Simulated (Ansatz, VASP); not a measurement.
# Ta10Te (Te/Ta(100)) in two plane-wave programs, part 2 of 3

One calculation is typed for both programs; each brings its own data sets. How far apart do they land? Of the first pair: The structure shown is the start of the Ansatz relaxation below; VASP solves that cell, so the two are compared at the walk's first step.

VASP 6.6.1 and Ansatz 0.2.0.

So far: The structure; Ansatz: relaxation, RPBE.

## 3. VASP: single point, RPBE, start cell, pair 1

Level of this step: RPBE; plane waves and PAW (Ta_pv, Te) (VASP).

The same cell, functional, mesh and smearing now go to VASP, with its own data sets.

Lines of VASP's logs that name or quote its potential files are left out, and so is its time.

The input, INCAR:

```
SYSTEM = Ta10Te
PREC = Accurate
ENCUT = 400
EDIFF = 1E-06
NELM = 120
ISMEAR = -1
SIGMA = 0.1
LREAL = .FALSE.
ALGO = Normal
GGA = RP
NBANDS = 143
LASPH = .TRUE.
LORBIT = 11
LWAVE = .FALSE.
LCHARG = .FALSE.
ISIF = 2
LDIPOL = .TRUE.
IDIPOL = 3
DIPOL = 0.5 0.5 0.478
LVHAR = .TRUE.
GGA_COMPAT = .FALSE.
NELMDL = -8
KPAR = 4
```

The input, POSCAR:

```
Ta10Te
1.0
    6.6200000000      0.0000000000      0.0000000000
    0.0000000000      6.6200000000      0.0000000000
    0.0000000000      0.0000000000     26.7582090927
Ta Te
20 2
Direct
    0.0000000000      0.0000000000      0.3363453798
    0.2500000000      0.2500000000      0.3981955580
    0.0000000000      0.0000000000      0.4614032635
    0.2500000000      0.2500000000      0.5252729714
    0.0000000000      0.0000000000      0.5802503428
    0.0000000000      0.5000000000      0.3363453798
    0.2500000000      0.7500000000      0.3981955580
    0.0000000000      0.5000000000      0.4614032635
    0.2500000000      0.7500000000      0.5252729714
    0.0000000000      0.5000000000      0.5802503428
    0.5000000000      0.0000000000      0.3363453798
    0.7500000000      0.2500000000      0.3981955580
    0.5000000000      0.0000000000      0.4614032635
    0.7500000000      0.2500000000      0.5252729714
    0.5000000000      0.0000000000      0.5802503428
    0.5000000000      0.5000000000      0.3363453798
    0.7500000000      0.7500000000      0.3981955580
    0.5000000000      0.5000000000      0.4614032635
    0.7500000000      0.7500000000      0.5252729714
    0.5000000000      0.5000000000      0.5802503428
    0.2500000000      0.2500000000      0.6636546167
    0.7500000000      0.7500000000      0.6636546167
```

The input, KPOINTS:

```
Automatic mesh
0
Gamma
5 5 1
0 0 0
```

The projector-augmented-wave data sets are Ta_pv and Te (PBE family, release 64).

On the command line:

```console
mpirun -np 4 vasp_std
```

Numbers of over 12 decimals in the logs are rounded to 6 here.

Log:

```text
[banner, memory and clock lines left out]
running    4 mpi-ranks, on    1 nodes
 distrk:  each k-point on    1 cores,    4 groups
 distr:  one band on    1 cores,    1 groups

 POSCAR found type information on POSCAR TaTe
 POSCAR found :  2 types and      22 ions
|                                                                             |
|               ----> ADVICE to this user running VASP <----                  |
|                                                                             |
|     You have a (more or less) 'large supercell' and for larger cells it     |
|     might be more efficient to use real-space projection operators.         |
|     Therefore, try LREAL= Auto in the INCAR file.                           |
|     Mind: For very accurate calculation, you might also keep the            |
|     reciprocal projection scheme (i.e. LREAL=.FALSE.).                      |
|                                                                             |

|                                                                             |
|               ----> ADVICE to this user running VASP <----                  |
|                                                                             |
|     You enforced a specific xc type in the INCAR file but a different       |
|     [... a line on the potential file left out ...]
|     I HOPE YOU KNOW WHAT YOU ARE DOING!                                     |
|                                                                             |

 LDA part: xc-table for (Slater+PW92), standard interpolation
 POSCAR, INCAR and KPOINTS ok, starting setup
 FFT: planning ... GRIDC
 FFT: planning ... GRID_SOFT
 FFT: planning ... GRID
 WAVECAR not read
 entering main loop
       N       E                     dE             d eps       ncg     rms          rms(c)
DAV:   1     0.167936580668E+04    0.16794E+04   -0.11468E+05  2220   0.115E+03
DAV:   2    -0.142985407096E+03   -0.18224E+04   -0.17815E+04  2005   0.332E+02
DAV:   3    -0.239502237762E+03   -0.96517E+02   -0.92063E+02  2112   0.645E+01
DAV:   4    -0.245733717414E+03   -0.62315E+01   -0.61181E+01  2328   0.131E+01
DAV:   5    -0.245946584522E+03   -0.21287E+00   -0.21171E+00  2288   0.235E+00
DAV:   6    -0.245957657788E+03   -0.11073E-01   -0.11047E-01  2400   0.461E-01
DAV:   7    -0.245958166568E+03   -0.50878E-03   -0.50802E-03  2552   0.939E-02
DAV:   8    -0.245958196926E+03   -0.30358E-04   -0.30330E-04  2104   0.178E-02    0.556E+01
DAV:   9    -0.273288191640E+03   -0.27330E+02   -0.23074E+02  2418   0.441E+01    0.367E+01
DAV:  10    -0.440791615784E+03   -0.16750E+03   -0.19965E+03  2526   0.655E+01    0.485E+01
DAV:  11    -0.253609619214E+03    0.18718E+03   -0.73836E+02  2396   0.451E+01    0.319E+01
DAV:  12    -0.237464498050E+03    0.16145E+02   -0.21657E+02  2296   0.245E+01    0.156E+01
DAV:  13    -0.225864257878E+03    0.11600E+02   -0.53987E+01  2288   0.140E+01    0.932E+00
DAV:  14    -0.225022605757E+03    0.84165E+00   -0.69251E+00  2384   0.569E+00    0.644E+00
[...]
DAV:  30    -0.223500325605E+03   -0.22913E-04   -0.17820E-06  1304   0.290E-03    0.186E-03
DAV:  31    -0.223500345612E+03   -0.20007E-04   -0.24980E-06  1408   0.189E-03    0.150E-03
DAV:  32    -0.223500350758E+03   -0.51460E-05   -0.46928E-07  1344   0.133E-03    0.956E-04
DAV:  33    -0.223500353748E+03   -0.29899E-05   -0.16146E-07  1200   0.828E-04    0.501E-04
DAV:  34    -0.223500355145E+03   -0.13974E-05   -0.13753E-07  1216   0.521E-04    0.438E-04
DAV:  35    -0.223500356186E+03   -0.10414E-05   -0.66206E-08  1152   0.468E-04    0.229E-04
DAV:  36    -0.223500357452E+03   -0.12651E-05   -0.70559E-08  1128   0.345E-04    0.111E-04
DAV:  37    -0.223500357696E+03   -0.24442E-06   -0.17822E-08   984   0.231E-04
   1 F= -.22350036E+03 E0= -.22315657E+03  d E =-.687584E+00
```

OUTCAR, selected parts (step 3):

```text
ion  position               nearest neighbor table
   1  0.000  0.000  0.336-   2 2.87   7 2.87  12 2.87  17 2.87   6 3.31  11 3.31   6 3.31  11 3.31
                             3 3.35
   2  0.250  0.250  0.398-   1 2.87   6 2.87  11 2.87  16 2.87   3 2.89  13 2.89   8 2.89  18 2.89
                            12 3.31   7 3.31   7 3.31  12 3.31   4 3.40
   3  0.000  0.000  0.461-   2 2.89   7 2.89  12 2.89  17 2.89   4 2.90  14 2.90   9 2.90  19 2.90
                             5 3.18  13 3.31   8 3.31   8 3.31  13 3.31   1 3.35
   4  0.250  0.250  0.525-   5 2.76  10 2.76  15 2.76  20 2.76  13 2.90   8 2.90  18 2.90   3 2.90
                            14 3.31   9 3.31   9 3.31  14 3.31   2 3.40
   5  0.000  0.000  0.580-   4 2.76   9 2.76  14 2.76  19 2.76   3 3.18  21 3.23  22 3.23  15 3.31
                            10 3.31  10 3.31  15 3.31
   6  0.000  0.500  0.336-   2 2.87   7 2.87  12 2.87  17 2.87  16 3.31   1 3.31   1 3.31  16 3.31
                             8 3.35
   7  0.250  0.750  0.398-   1 2.87   6 2.87  11 2.87  16 2.87   3 2.89  13 2.89   8 2.89  18 2.89
                            17 3.31   2 3.31   2 3.31  17 3.31   9 3.40
   8  0.000  0.500  0.461-   2 2.89   7 2.89  12 2.89  17 2.89   4 2.90  14 2.90   9 2.90  19 2.90
                            10 3.18  18 3.31   3 3.31   3 3.31  18 3.31   6 3.35
   9  0.250  0.750  0.525-   5 2.76  10 2.76  15 2.76  20 2.76  13 2.90   8 2.90  18 2.90   3 2.90
                            19 3.31   4 3.31   4 3.31  19 3.31   7 3.40
  10  0.000  0.500  0.580-   4 2.76   9 2.76  14 2.76  19 2.76   8 3.18  21 3.23  22 3.23   5 3.31
                            20 3.31   5 3.31  20 3.31
  11  0.500  0.000  0.336-   2 2.87   7 2.87  12 2.87  17 2.87  16 3.31   1 3.31  16 3.31   1 3.31
                            13 3.35
  12  0.750  0.250  0.398-   1 2.87   6 2.87  11 2.87  16 2.87   3 2.89  13 2.89   8 2.89  18 2.89
                            17 3.31   2 3.31  17 3.31   2 3.31  14 3.40
  13  0.500  0.000  0.461-   2 2.89   7 2.89  12 2.89  17 2.89   4 2.90  14 2.90   9 2.90  19 2.90
                            15 3.18  18 3.31   3 3.31  18 3.31   3 3.31  11 3.35
  14  0.750  0.250  0.525-   5 2.76  10 2.76  15 2.76  20 2.76  13 2.90   8 2.90  18 2.90   3 2.90
                            19 3.31   4 3.31  19 3.31   4 3.31  12 3.40
  15  0.500  0.000  0.580-   4 2.76   9 2.76  14 2.76  19 2.76  13 3.18  21 3.23  22 3.23   5 3.31
                            20 3.31  20 3.31   5 3.31
  16  0.500  0.500  0.336-   2 2.87   7 2.87  12 2.87  17 2.87   6 3.31  11 3.31  11 3.31   6 3.31
                            18 3.35
  17  0.750  0.750  0.398-   1 2.87   6 2.87  11 2.87  16 2.87   3 2.89  13 2.89   8 2.89  18 2.89
                            12 3.31   7 3.31  12 3.31   7 3.31  19 3.40
  18  0.500  0.500  0.461-   2 2.89   7 2.89  12 2.89  17 2.89   4 2.90  14 2.90   9 2.90  19 2.90
                            20 3.18   8 3.31  13 3.31  13 3.31   8 3.31  16 3.35
  19  0.750  0.750  0.525-   5 2.76  10 2.76  15 2.76  20 2.76  13 2.90   8 2.90  18 2.90   3 2.90
                            14 3.31   9 3.31  14 3.31   9 3.31  17 3.40
  20  0.500  0.500  0.580-   4 2.76   9 2.76  14 2.76  19 2.76  18 3.18  21 3.23  22 3.23  10 3.31
                            15 3.31  15 3.31  10 3.31
  21  0.250  0.250  0.664-   5 3.23  10 3.23  15 3.23  20 3.23
  22  0.750  0.750  0.664-   5 3.23  10 3.23  15 3.23  20 3.23

  LATTYP: Found a simple tetragonal cell.
 ALAT       =     6.6200000000
 C/A-ratio  =     4.0420255427

 Subroutine GETGRP returns: Found  8 space group operations
 (whereof  4 operations were pure point group operations)

The static configuration has the point symmetry C_2v.
 The point group associated with its full space group is C_4v.

 Found      6 irreducible k-points:

   k-points           NKPTS =      6   k-points in BZ     NKDIM =      6   number of bands    NBANDS=    143

   dimension x,y,z NGX =    48 NGY =   48 NGZ =  180
   dimension x,y,z NGXF=    96 NGYF=   96 NGZF=  360

   ENCUT  =  400.0 eV  29.40 Ry    5.42 a.u.  10.80 10.80 43.64*2*pi/ulx,y,z

   NELECT =     232.0000    total number of electrons

 k-points in reciprocal lattice and weights: Automatic mesh
   0.00000000  0.00000000  0.00000000       0.040
   0.20000000  0.00000000  0.00000000       0.160
   0.40000000  0.00000000  0.00000000       0.160
   0.20000000  0.20000000  0.00000000       0.160
   0.40000000  0.20000000  0.00000000       0.320
   0.40000000  0.40000000  0.00000000       0.160

 dipolmoment           0.000000      0.000000      0.187380 electrons x Angstroem

 average (electrostatic) potential at core
       1 -43.7951       2 -42.7979       3 -42.8094       4 -42.5494       5 -43.4900
       6 -43.7951       7 -42.8234       8 -42.8094       9 -42.4367      10 -43.4900
      11 -43.7951      12 -42.8234      13 -42.8094      14 -42.4367      15 -43.4900
      16 -43.7951      17 -42.7979      18 -42.8094      19 -42.5494      20 -43.4900
      21 -94.7552      22 -94.7552

 E-fermi :  -0.4448

 k-point     1 :       0.0000    0.0000    0.0000
  band No.  band energies     occupation
    ...
    110      -0.7953      1.94162
    111      -0.6629      1.79698
    112      -0.6629      1.79698
    113      -0.5171      1.34627
    114      -0.3723      0.65234
    115      -0.2464      0.24174
    116      -0.2464      0.24174
    117       0.0222      0.01857
    118       0.0222      0.01857
    119       0.0771      0.01077
    ...

 k-point     2 :       0.2000    0.0000    0.0000
  band No.  band energies     occupation
    ...
    111      -0.5899      1.62019
    112      -0.5392      1.43950
    113      -0.5383      1.43594
    114      -0.5317      1.40885
    115      -0.5079      1.30514
    116      -0.2896      0.34957
    117      -0.2192      0.18969
    118      -0.1495      0.09920
    119      -0.1460      0.09595
    120       0.0493      0.01419
    ...

 k-point     3 :       0.4000    0.0000    0.0000
  band No.  band energies     occupation
    ...
    112      -0.7731      1.92768
    113      -0.7065      1.86390
    114      -0.6199      1.70412
    115      -0.6082      1.67322
    116      -0.5381      1.43539
    117      -0.3101      0.41248
    118      -0.2538      0.25784
    119      -0.2302      0.20941
    120      -0.2020      0.16207
    121      -0.0856      0.05359
    ...

  Total       -8.9794668     -8.9794668    -13.2257284      0.0000000      0.0000000      0.0000000
  in kB      -12.2684051    -12.2684051    -18.0699587      0.0000000      0.0000000      0.0000000
  external PRESSURE =     -14.2022563 kB  Pullay stress =       0.0000000 kB

  energy-cutoff  :      400.00
  volume of cell :     1172.66
      direct lattice vectors                 reciprocal lattice vectors
     6.620000000  0.000000000  0.000000000     0.151057402  0.000000000  0.000000000
     0.000000000  6.620000000  0.000000000     0.000000000  0.151057402  0.000000000
     0.000000000  0.000000000 26.758209093     0.000000000  0.000000000  0.037371709

 POSITION                                       TOTAL-FORCE (eV/Angst)
 -----------------------------------------------------------------------------------
      0.00000      0.00000      9.00000         0.000000     -0.000000      1.125854
      1.65500      1.65500     10.65500        -0.000000      0.000000     -1.194767
      0.00000      0.00000     12.34633         0.000000     -0.000000      0.045995
      1.65500      1.65500     14.05536        -0.000000      0.000000     -0.943678
      0.00000      0.00000     15.52646         0.000000      0.000000      1.638341
      0.00000      3.31000      9.00000        -0.000000     -0.000000      1.125854
      1.65500      4.96500     10.65500         0.000000     -0.000000     -1.109951
      0.00000      3.31000     12.34633         0.000000     -0.000000      0.045995
      1.65500      4.96500     14.05536         0.000000     -0.000000     -0.320482
      0.00000      3.31000     15.52646         0.000000      0.000000      1.638341
      3.31000      0.00000      9.00000         0.000000     -0.000000      1.125854
      4.96500      1.65500     10.65500         0.000000     -0.000000     -1.109951
      3.31000      0.00000     12.34633         0.000000     -0.000000      0.045995
      4.96500      1.65500     14.05536        -0.000000     -0.000000     -0.320482
      3.31000      0.00000     15.52646         0.000000     -0.000000      1.638341
      3.31000      3.31000      9.00000         0.000000     -0.000000      1.125854
      4.96500      4.96500     10.65500        -0.000000     -0.000000     -1.194767
      3.31000      3.31000     12.34633         0.000000     -0.000000      0.045995
      4.96500      4.96500     14.05536        -0.000000      0.000000     -0.943678
      3.31000      3.31000     15.52646         0.000000     -0.000000      1.638341
      1.65500      1.65500     17.75821        -0.000000      0.000000     -2.051501
      4.96500      4.96500     17.75821        -0.000000      0.000000     -2.051501
 -----------------------------------------------------------------------------------
    total drift:                                0.000000      0.000000     -0.000209

  FREE ENERGIE OF THE ION-ELECTRON SYSTEM (eV)
  ---------------------------------------------------
  free  energy   TOTEN  =      -223.5003576959 eV

  energy  without entropy=     -222.8127735245  energy(sigma->0) =     -223.15656561

 vacuum level on the upper side and lower side of the slab         4.188         3.414

 total charge
# of ion       s       p       d       tot
------------------------------------------
    1        0.373   6.067   2.250   8.689
    2        0.370   6.172   2.337   8.879
    3        0.363   6.177   2.321   8.860
    4        0.386   6.163   2.443   8.992
    5        0.369   6.122   2.276   8.767
    6        0.373   6.067   2.250   8.689
    7        0.372   6.170   2.335   8.877
    8        0.363   6.177   2.321   8.860
    9        0.380   6.187   2.418   8.985
   10        0.369   6.122   2.276   8.767
   11        0.373   6.067   2.250   8.689
   12        0.372   6.170   2.335   8.877
   13        0.363   6.177   2.321   8.860
   14        0.380   6.187   2.418   8.985
   15        0.369   6.122   2.276   8.767
   16        0.373   6.067   2.250   8.689
   17        0.370   6.172   2.337   8.879
   18        0.363   6.177   2.321   8.860
   19        0.386   6.163   2.443   8.992
   20        0.369   6.122   2.276   8.767
   21        1.377   1.910   0.018   3.304
   22        1.377   1.910   0.018   3.304
--------------------------------------------------
tot         10.184 126.668  46.486 183.337

[... 3 further parts left out ...]
```

## 4. Side by side

Known differences besides the potentials themselves: the data sets hold 292 valence electrons in Ansatz (on its default PAW (the set named soft_2) files) and 232 in VASP; the cutoff is 420 eV in Ansatz and 400 eV in VASP; Ansatz makes its cores anew for this functional, VASP keeps those of its PBE data sets. Total energies have different zeros and are not compared.

Forces on 10 of the 22 atoms, those with the largest forces and the largest differences (eV/Å; atoms numbered as in POSCAR):

| atom | Ansatz x, y, z | VASP x, y, z |
| --- | --- | --- |
| Ta5 | 0.000, 0.000, 1.640 | 0.000, 0.000, 1.638 |
| Ta7 | 0.000, 0.000, -1.102 | 0.000, 0.000, -1.110 |
| Ta9 | 0.000, 0.000, -0.329 | 0.000, 0.000, -0.320 |
| Ta10 | 0.000, 0.000, 1.640 | 0.000, 0.000, 1.638 |
| Ta14 | 0.000, 0.000, -0.329 | 0.000, 0.000, -0.320 |
| Ta15 | 0.000, 0.000, 1.640 | 0.000, 0.000, 1.638 |
| Ta17 | 0.000, 0.000, -1.187 | 0.000, 0.000, -1.195 |
| Ta20 | 0.000, 0.000, 1.640 | 0.000, 0.000, 1.638 |
| Te21 | 0.000, 0.000, -2.058 | 0.000, 0.000, -2.052 |
| Te22 | 0.000, 0.000, -2.058 | 0.000, 0.000, -2.052 |

The forces differ by 3.0 meV/Å r.m.s., which is 0.4 % of the r.m.s. force of 0.691 eV/Å (both taken over all components). With vacuum in the cell, a pressure given here is an average over mostly empty space and none of the material.

## 5. Ansatz: relaxation, RPBE

This run makes the geometry at which the two programs are then compared.

The structure compared here is the end of the Ansatz relaxation.

The input, input.yaml:

```yaml
crystal:
  lattice:
    - [6.62, 0.0, 0.0]
    - [0.0, 6.62, 0.0]
    - [0.0, 0.0, 26.7582090927]
  atoms:
    - { symbol: Ta, position: [0.0, 0.0, 0.3363453798] }
    - { symbol: Ta, position: [0.25, 0.25, 0.398195558] }
    - { symbol: Ta, position: [0.0, 0.0, 0.4614032485] }
    - { symbol: Ta, position: [0.25, 0.25, 0.5252729706] }
    - { symbol: Ta, position: [0.0, 0.0, 0.5802503262] }
    - { symbol: Ta, position: [0.0, 0.5, 0.3363453798] }
    - { symbol: Ta, position: [0.25, 0.75, 0.398195558] }
    - { symbol: Ta, position: [0.0, 0.5, 0.4614032485] }
    - { symbol: Ta, position: [0.25, 0.75, 0.5252729706] }
    - { symbol: Ta, position: [0.0, 0.5, 0.5802503262] }
    - { symbol: Ta, position: [0.5, 0.0, 0.3363453798] }
    - { symbol: Ta, position: [0.75, 0.25, 0.398195558] }
    - { symbol: Ta, position: [0.5, 0.0, 0.4614032485] }
    - { symbol: Ta, position: [0.75, 0.25, 0.5252729706] }
    - { symbol: Ta, position: [0.5, 0.0, 0.5802503262] }
    - { symbol: Ta, position: [0.5, 0.5, 0.3363453798] }
    - { symbol: Ta, position: [0.75, 0.75, 0.398195558] }
    - { symbol: Ta, position: [0.5, 0.5, 0.4614032485] }
    - { symbol: Ta, position: [0.75, 0.75, 0.5252729706] }
    - { symbol: Ta, position: [0.5, 0.5, 0.5802503262] }
    - { symbol: Te, position: [0.25, 0.25, 0.6636546202] }
    - { symbol: Te, position: [0.75, 0.75, 0.6636546202] }
kpoints:
  mp_grid: { grid: [5, 5, 1] }
hamiltonian:
  xc: rpbe
scf:
  occupations: { method: fermi_dirac, width: 0.1 }
  convergence: { dr2_threshold: 1.0e-08 }
efield:
  axis: 3
  dipole_correction: true
  ramp_position: 0.97
  ramp_width: 0.06
relax:
  f_tol: 0.02
  max_steps: 60
  constraints: [{ sites: [0, 1, 5, 6, 10, 11, 15, 16] }]
output:
  bader: true
  dos: { projected: true, e_range: [-8, 4] }
  write_potential: true
  write_density: true
  volumetric_format: npy
```

On the command line:

```console
ansatz run input.yaml --threads 4 --pin off --max-ram 12288MiB --backend cpu --events-out ev --progress --plain --runs-dir out
```

Log:

```text
[...]
Crystal: 22 atoms, lattice volume = 1172.662 Å³
Basis set: ecut = 420 eV, 22841 PW (Γ), exchange–correlation on 90×90×360 points (8 copies of the dense FFT grid, shifted against one another)
Bands: 176, of which v1, the nominal top of the filled ones, is band 146 counted from 1 (145 counted from 0)
Symmetry: 16 space group operations
[...]
k-points: 6 of 25
[...]
- { symbol: Te, position: [0.25, 0.25, 0.646535] }
    - { symbol: Te, position: [0.750000, 0.750000, 0.646535] }
--- Bader charges: 22 sites ---
  site symbol  charge [e]  shift [e]
     0     Ta     -0.1373     0.0000
     1     Ta      0.0785     0.0000
     2     Ta      0.1389     0.0000
     3     Ta      0.0886     0.0000
     4     Ta      0.2566     0.0001
     5     Ta     -0.1373     0.0000
     6     Ta      0.0595     0.0000
     7     Ta      0.1389     0.0000
[...]
18     Ta      0.0885     0.0000
    19     Ta      0.2566     0.0001
    20     Te     -0.8182     0.0002
    21     Te     -0.8181     0.0002
  estimated error of the sums over rays = 1.1e-3 e
```

[end of part 2 of 3]

[Lines on the potential files, build, host, timing and source positions are cut from VASP's logs without a mark.]

[Logs are printed without paths, hosts, clocks, repeated set-up lines and the standing remarks that a program may print on its own settings, such as how far it seeks lower states.]

[Hosts, paths, dates, database ids (printed as entryN), source tags and the programs' standing remarks are cut or masked in the printed files.]
